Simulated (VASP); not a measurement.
```yaml
crystal:
  lattice:
    - [-2.45838, 2.45838, 2.45838]
    - [2.45838, -2.45838, 2.45838]
    - [2.45838, 2.45838, -2.45838]
  atoms:
    - { symbol: Ba, position: [0.00000, 0.00000, 0.00000] }
```

Calculation: optB88-vdW, VASP's PBE PAW potentials (set 64) (plane waves; VASP). Numerical set-up: 520 eV cut-off, 12×12×12 Γ-centred mesh, tetrahedra with Blöchl corrections, potentials Ba_sv.

Unless said otherwise, spin-orbit coupling is left out, though it shifts the bands of the heavy elements here.

Q: What does the run give for the energy per atom (σ→0), band gap (on the k-mesh) with the smallest direct gap where there is one?

A: 
The band gap (on the k-mesh) comes out as none (metal, semimetal or under 0.01 eV) and the energy per atom (σ→0) is 26.6 kJ/mol of atoms.

The absolute energy has meaning only against runs of the same code, potentials and settings.

The compound is Ba in the bcc structure. It was relaxed first, which changed the volume by -6 %.
